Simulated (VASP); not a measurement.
# RuBr2 (R-3m) in VASP: single point with PBE

Aim: the single point of RuBr2 with PBE.

Everything below comes from runs of VASP 6.6.1. Logs are shortened: lines on timing, memory, paths and dates and some standing lists are left out, and cuts for length are marked.

## Step 1: Starting point

The structure is trigonal, space group R-3m (No. 166). Conventional cell: a = 3.879 Å, b = 3.879 Å, c = 17.591 Å, α = 90.00°, β = 90.00°, γ = 120.00°. Around Ru (site symmetry -3m) lie 6 Br at 2.66 Å. Br (site symmetry 3m) has 3 Ru at 2.66 Å as nearest neighbours.

The cell was built by a generator and needn't be a form met in nature.

## Step 2: Single point, PBE, non-collinear spin, random start, spin-orbit coupling

The input, INCAR:

```
SYSTEM = RuBr2
PREC = Accurate ; ENCUT = 520
EDIFF = 1E-6 ; ISMEAR = 0
SIGMA = 0.05 ; LREAL = .False.
LASPH = .True. ; NELM = 80
ALGO = Fast ; ISIF = 2
LWAVE = .False. ; LCHARG = .True.
MAGMOM = -0.209 0.113 0.806 0 0 0 0 0 0 ; LORBIT = 11
LSORBIT = .True. ; GGA_COMPAT = .False.
LORBMOM = .True. ; LMAXMIX = 4
GGA = PE ; LVHAR = .True.
```

The input, KPOINTS:

```
regular mesh
0
Gamma
  6 6 6
  0 0 0
```

The input, POSCAR:

```
RuBr2
1.0
    1.9394384800      1.1197353300      5.8636529700
   -1.9394384800      1.1197353300      5.8636529700
    0.0000000000     -2.2394706600      5.8636529700
Ru Br
1 2
Direct
    0.0000000000      0.0000000000      0.0000000000
    0.2520000000      0.2520000000      0.2520000000
    0.7480000000      0.7480000000      0.7480000000
```

Potentials or basis: VASP PAW PBE potentials, release 64 (Ru_pv, Br).

Launch:

```sh
cat potpaw_PBE.64/Ru_pv/POTCAR potpaw_PBE.64/Br/POTCAR > POTCAR
mpirun -np 1 vasp_ncl > vasp.out
```

OUTCAR:

```text
SYSTEM = RuBr2
   PREC = Accurate
   ENCUT = 520
   EDIFF = 1E-6
   ISMEAR = 0
   LREAL = .False.
   LASPH = .True.
   NELM = 80
   ISIF = 2
   LORBIT = 11
   LSORBIT = .True.
   GGA = PE

 ion  position               nearest neighbor table
   1  0.000  0.000  0.000-   3 2.66   3 2.66   2 2.66   2 2.66   3 2.66   2 2.66
   2  0.252  0.252  0.252-   1 2.66   1 2.66   1 2.66
   3  0.748  0.748  0.748-   1 2.66   1 2.66   1 2.66

  LATTYP: Found a trigonal (rhomboedric) cell.
 ALAT       =     6.2767551314
 COS(alpha) =     0.8090535273

  Lattice vectors:

 A1 = (   1.9394384800,   1.1197353300,   5.8636529700)
 A2 = (  -1.9394384800,   1.1197353300,   5.8636529700)
 A3 = (   0.0000000000,  -2.2394706600,   5.8636529700)

Analysis of symmetry for initial positions (statically):
=====================================================================
 Subroutine PRICEL returns:
 Original cell was already a primitive cell.

 Routine SETGRP: Setting up the symmetry group for a
 trigonal (rhombohedral) supercell.

 Subroutine GETGRP returns: Found 12 space group operations
 (whereof 12 operations were pure point group operations)
 out of a pool of 12 trial point group operations.

The static configuration has the point symmetry D_3d.

Analysis of symmetry for dynamics (positions and initial velocities):
=====================================================================
 Subroutine PRICEL returns:
 Original cell was already a primitive cell.

 Routine SETGRP: Setting up the symmetry group for a
 trigonal (rhombohedral) supercell.

 Subroutine GETGRP returns: Found 12 space group operations
 (whereof 12 operations were pure point group operations)
 out of a pool of 12 trial point group operations.

The dynamic configuration has the point symmetry D_3d.

Analysis of structural, dynamic, and magnetic symmetry:
=====================================================================
 Subroutine PRICEL returns:
 Original cell was already a primitive cell.

 Routine SETGRP: Setting up the symmetry group for a
 trigonal (rhombohedral) supercell.

 Subroutine GETGRP returns: Found  2 space group operations
 (whereof  2 operations were pure point group operations)
 out of a pool of 12 trial point group operations.

The overall configuration has the point symmetry S_2 .

 Subroutine INISYM returns: Found  2 space group operations
 (whereof  2 operations are pure point group operations),
 and found     1 'primitive' translations

----------------------------------------------------------------------------------------

                                     Primitive cell

  volume of cell :      76.4031

  direct lattice vectors                    reciprocal lattice vectors
     1.939438480  1.119735330  5.863652970     0.257806579  0.148844698  0.056847384
    -1.939438480  1.119735330  5.863652970    -0.257806579  0.148844698  0.056847384
     0.000000000 -2.239470660  5.863652970     0.000000000 -0.297689395  0.056847384

  length of vectors
     6.276755131  6.276755131  6.276755132     0.303068641  0.303068641  0.303068641

  position of ions in fractional coordinates (direct lattice)
     0.000000000  0.000000000  0.000000000
     0.252000000  0.252000000  0.252000000
     0.748000000  0.748000000  0.748000000

  ion indices of the primitive-cell ions
   primitive index   ion index
                 1           1
                 2           2
                 3           3

----------------------------------------------------------------------------------------

 KPOINTS: regular mesh

Automatic generation of k-mesh.
 Grid dimensions read from file:
 generate k-points for:    6    6    6

 Generating k-lattice:

  Cartesian coordinates                     Fractional coordinates (reciprocal lattice)
[... 94 lines left out ...]
  volume of cell :       76.40
 maximum number of plane-waves:      4182
   NGX = 23   NGY = 23   NGZ = 23

 number of electron      27.9999999 magnetization       0.0001743     -0.0000942     -0.0006759

 number of electron      27.9999999 magnetization      -0.0000197      0.0000106      0.0000763

 Free energy of the ion-electron system (eV)
  ---------------------------------------------------
  ext. energy  EPLUGINS =         0.00000000
  ---------------------------------------------------
  free energy    TOTEN  =       -12.67787340 eV

  energy without entropy =      -12.67787340  energy(sigma->0) =      -12.67787340

 E-fermi :   4.0189     XC(G=0):  -9.3858

 val. band max:        3.7506961981   @ k =   0.1667   0.5000   0.1667
 cond. band min:       4.5396237911   @ k =   0.1667   0.0000  -0.1667
 fundamental gap:      0.7889275930
 Fermi energy:         4.0188619282

 k-point     1 :       0.0000    0.0000    0.0000
  band No.  band energies     occupation
      1     -40.3329      1.00000
      2     -40.3329      1.00000
      3     -37.0569      1.00000
      4     -37.0569      1.00000
      5     -37.0534      1.00000
      6     -37.0534      1.00000
[... 925 lines left out ...]
     35      10.5398      0.00000
     36      10.5487      0.00000

 [... further k-points ...]

------------------------ aborting loop because EDIFF is reached ----------------------------------------

  FORCE on cell =-STRESS in cart. coord.  units (eV):
  Direction    XX          YY          ZZ          XY          YZ          ZX
  --------------------------------------------------------------------------------------
  -------------------------------------------------------------------------------------
  Total       -3.1371883     -3.1371865     -2.6032544     -0.0000046     -0.0000039     -0.0000096
  in kB      -65.7870288    -65.7869903    -54.5904031     -0.0000959     -0.0000818     -0.0002023
  external PRESSURE =     -62.0548074 kB  Pullay stress =       0.0000000 kB

 VOLUME and BASIS-vectors are now :
 -----------------------------------------------------------------------------
  energy-cutoff  :      520.00
  volume of cell :       76.40
      direct lattice vectors                 reciprocal lattice vectors
     1.939438480  1.119735330  5.863652970     0.257806579  0.148844698  0.056847384
    -1.939438480  1.119735330  5.863652970    -0.257806579  0.148844698  0.056847384
     0.000000000 -2.239470660  5.863652970     0.000000000 -0.297689395  0.056847384

 POSITION                                       TOTAL-FORCE (eV/Angst)
 -----------------------------------------------------------------------------------
      0.00000      0.00000      0.00000        -0.000000      0.000000     -0.000000
      0.00000      0.00000      4.43292        -0.000004      0.000001      1.299828
      0.00000      0.00000     13.15804         0.000004     -0.000001     -1.299828
 -----------------------------------------------------------------------------------
    total drift:                                0.000000      0.000000     -0.000000

  FREE ENERGIE OF THE ION-ELECTRON SYSTEM (eV)
  ---------------------------------------------------
  free  energy   TOTEN  =       -12.6778733968 eV

  energy  without entropy=      -12.6778733968  energy(sigma->0) =      -12.67787340

 orbital moment (x)

 # of ion     p       d       tot
 ----------------------------------------
  1         0.000  -0.000  -0.000
  2         0.000   0.000   0.000
  3         0.000   0.000   0.000
 ----------------------------------------
            0.000  -0.000  -0.000

 orbital moment (y)

 # of ion     p       d       tot
 ----------------------------------------
  1        -0.000  -0.000  -0.000
  2         0.000   0.000   0.000
  3         0.000   0.000   0.000
 ----------------------------------------
            0.000  -0.000  -0.000

 orbital moment (z)

 # of ion     p       d       tot
 ----------------------------------------
  1        -0.000   0.000   0.000
  2        -0.000   0.000  -0.000
  3        -0.000   0.000  -0.000
 ----------------------------------------
           -0.000   0.000  -0.000

 Spin-Orbit-Coupling matrix elements

 Ion:    1  E_soc:     -0.3071266
 l=   1
     0.0000000    -0.0362315    -0.0361919
    -0.0362315     0.0000000    -0.0362315
    -0.0361919    -0.0362315     0.0000000
 l=   2
     0.0000000    -0.0035229     0.0000000    -0.0035229    -0.0107147
    -0.0035229     0.0000000    -0.0079354    -0.0042316    -0.0035229
     0.0000000    -0.0079354     0.0000000    -0.0079354     0.0000000
    -0.0035229    -0.0042316    -0.0079354     0.0000000    -0.0035229
    -0.0107147    -0.0035229     0.0000000    -0.0035229     0.0000000
 l=   3
     0.0000000     0.0000000     0.0000000     0.0000000     0.0000000     0.0000000     0.0000000
     0.0000000     0.0000000     0.0000000     0.0000000     0.0000000     0.0000000     0.0000000
     0.0000000     0.0000000     0.0000000     0.0000000     0.0000000     0.0000000     0.0000000
     0.0000000     0.0000000     0.0000000     0.0000000     0.0000000     0.0000000     0.0000000
[... 29 lines left out ...]
 l=   2
     0.0000000     0.0000039     0.0000000     0.0000039     0.0000066
     0.0000039     0.0000000     0.0000034     0.0000032     0.0000039
     0.0000000     0.0000034     0.0000000     0.0000034     0.0000000
     0.0000039     0.0000032     0.0000034     0.0000000     0.0000039
     0.0000066     0.0000039     0.0000000     0.0000039     0.0000000
 l=   3
     0.0000000     0.0000000     0.0000000     0.0000000     0.0000000     0.0000000     0.0000000
     0.0000000     0.0000000     0.0000000     0.0000000     0.0000000     0.0000000     0.0000000
     0.0000000     0.0000000     0.0000000     0.0000000     0.0000000     0.0000000     0.0000000
     0.0000000     0.0000000     0.0000000     0.0000000     0.0000000     0.0000000     0.0000000
     0.0000000     0.0000000     0.0000000     0.0000000     0.0000000     0.0000000     0.0000000
     0.0000000     0.0000000     0.0000000     0.0000000     0.0000000     0.0000000     0.0000000
     0.0000000     0.0000000     0.0000000     0.0000000     0.0000000     0.0000000     0.0000000

 total charge

# of ion       s       p       d       tot
------------------------------------------
    1        0.213   6.122   6.030  12.365
    2        1.611   3.155   0.039   4.805
    3        1.611   3.155   0.039   4.805
--------------------------------------------------
tot          3.436  12.431   6.108  21.976

 magnetization (x)

# of ion       s       p       d       tot
------------------------------------------
    1       -0.000  -0.000  -0.000  -0.000
    2       -0.000   0.000   0.000   0.000
    3       -0.000   0.000   0.000   0.000
--------------------------------------------------
tot         -0.000   0.000  -0.000  -0.000

 magnetization (y)

# of ion       s       p       d       tot
------------------------------------------
    1        0.000   0.000   0.000   0.000
    2        0.000  -0.000  -0.000  -0.000
    3        0.000  -0.000  -0.000  -0.000
--------------------------------------------------
tot          0.000  -0.000   0.000   0.000

 magnetization (z)

# of ion       s       p       d       tot
------------------------------------------
    1        0.000   0.000   0.000   0.000
    2        0.000  -0.000  -0.000  -0.000
    3        0.000  -0.000  -0.000  -0.000
--------------------------------------------------
tot          0.000  -0.000   0.000   0.000
```

Wall time 27 min (1 thread of Intel Xeon 6975P-C (Granite Rapids), shared host); peak memory 0.99 GiB.

Results:

```yaml
Free_energy: -12.6779 eV
Pressure: -6.2 GPa
Largest_force: 1.300 eV/Å
Net_moment: 0.00 μB per cell
Valence_electrons_inside_the_program's_atomic_spheres: Ru 12.37; Br 4.80
```

Forces in eV/Å, atoms in the order of the input:
```
Ru   0.000  0.000  0.000
Br   0.000  0.000  1.300
Br   0.000  0.000 -1.300
```

Moments on the atoms (μB; x, y, z):
```
Ru  0.00 0.00 0.00
Br  0.00 0.00 0.00
Br  0.00 0.00 0.00
```

Caveat: forces of over 1 eV/Å show positions far from the minimum, so gaps and moduli don't describe the material at rest.
